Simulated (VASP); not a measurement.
Given:

```yaml
crystal:
  lattice:
    - [0.00000, 2.74580, 2.74580]
    - [2.74580, 0.00000, 2.74580]
    - [2.74580, 2.74580, 0.00000]
  atoms:
    - { symbol: Ca, position: [0.00000, 0.00000, 0.00000] }
```

All values below come from vdW-DF2, VASP's PBE PAW potentials (set 64) (plane waves; VASP). Run with 520 eV cut-off, 13×13×13 Γ-centred mesh, tetrahedra with Blöchl corrections, potentials Ca_sv.

Q: What does the run give for the energy per atom (σ→0), band gap (on the k-mesh) with the smallest direct gap where there is one?

A: 
```json
{
 "band gap (on the k-mesh)": "none (metal, semimetal or under 0.01 eV)",
 "energy per atom (σ→0)": "0.652 eV/atom"
}
```

The compound is Ca in the fcc structure. It was relaxed first.
